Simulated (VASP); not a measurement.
Input:

```
Na2S
1.0
    0.00000     3.31241     3.31241
    3.31241     0.00000     3.31241
    3.31241     3.31241     0.00000
Na S
2 1
Direct
  0.25000   0.25000   0.25000
  0.75000   0.75000   0.75000
  0.00000   0.00000   0.00000
```

Level of theory: PW91 GGA, VASP's PBE PAW potentials (set 64) (plane waves; VASP). Run with 520 eV cut-off, 6×6×6 Γ-centred mesh, Gaussian smearing of 0.050 eV, potentials Na_pv S.

**Question.** Estimate the energy per atom (σ→0), band gap (on the k-mesh) with the smallest direct gap where there is one.

**Answer.** 
```json
{
 "band gap (on the k-mesh)": "2.37 eV",
 "smallest direct gap (on the k-mesh)": "2.37 eV",
 "energy per atom (σ→0)": "-3.351 eV/atom"
}
```

The absolute energy has meaning only against runs of the same code, potentials and settings.

The compound is Na2S in the antifluorite structure. This cell is one point of a volume scan, at 1.03 of the reference volume.
